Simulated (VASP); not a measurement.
An input for Quantum ESPRESSO's pw.x (written as the equivalent of a VASP run, and not itself run):

```
&CONTROL
  calculation = 'vc-relax'
  pseudo_dir = './pseudo'
  outdir = './out'
  tprnfor = .true.
  tstress = .true.
  nstep = 60
  forc_conv_thr = 0.00039
/
&SYSTEM
  ibrav = 0
  nat = 2
  ntyp = 2
  ecutwfc = 84
  occupations = 'smearing'
  smearing = 'methfessel-paxton'
  degauss = 0.00735
  input_dft = 'vdw-df2-b86r'
/
&ELECTRONS
  conv_thr = 7.3e-08
  electron_maxstep = 100
/
&IONS
/
&CELL
/
ATOMIC_SPECIES
  Zn 65.380 Zn.upf
  Au 196.967 Au.upf
CELL_PARAMETERS angstrom
     3.1500000    0.0000000    0.0000000
     0.0000000    3.1500000    0.0000000
     0.0000000    0.0000000    3.1500000
ATOMIC_POSITIONS crystal
  Zn   0.5000000  0.5000000  0.5000000
  Au   0.0000000  0.0000000  0.0000000
K_POINTS automatic
  10 10 10 0 0 0
```

Q: Write the VASP files for the same calculation (rev-vdW-DF2).

A: Several could match; the one computed here: 
KPOINTS:
```
Automatic mesh
0
Gamma
10 10 10
0 0 0
```

INCAR:
```
SYSTEM = AuZn
PREC = Accurate; ENCUT = 520; LREAL = .FALSE.
LASPH = .TRUE.
EDIFF = 1E-6; NELM = 100; ALGO = Normal
LMAXMIX = 6
ISMEAR = 1; SIGMA = 0.1
GGA = MK; LUSE_VDW = .TRUE.; AGGAC = 0.0
PARAM1 = 0.1234568; PARAM2 = 0.7114; ZAB_VDW = -1.8867
IBRION = 2; NSW = 60; ISIF = 3
EDIFFG = -0.01
LWAVE = .FALSE.; LCHARG = .FALSE.
```

POSCAR:
```
AuZn
1.0
  3.1500000000   0.0000000000   0.0000000000
  0.0000000000   3.1500000000   0.0000000000
  0.0000000000   0.0000000000   3.1500000000
Zn Au
1 1
Cart
  1.5750000000   1.5750000000   1.5750000000
  0.0000000000   0.0000000000   0.0000000000
```

POTCAR, in this order: Zn Au (PBE.64 set). Program: vasp_std.

The two are equivalent in intent, not identical: the potentials are each code's own (VASP's PAW set, PseudoDojo norm-conserving files in pw.x), so ENCUT and ecutwfc are chosen apart and not converted; conv_thr bounds pw.x's estimated SCF error, while EDIFF bounds the energy change between steps; forc_conv_thr acts on force components and is met together with etot_conv_thr.

The compound is AuZn in the CsCl type structure. This run relaxes it. Symmetry was kept, so distortions that lower it aren't found.
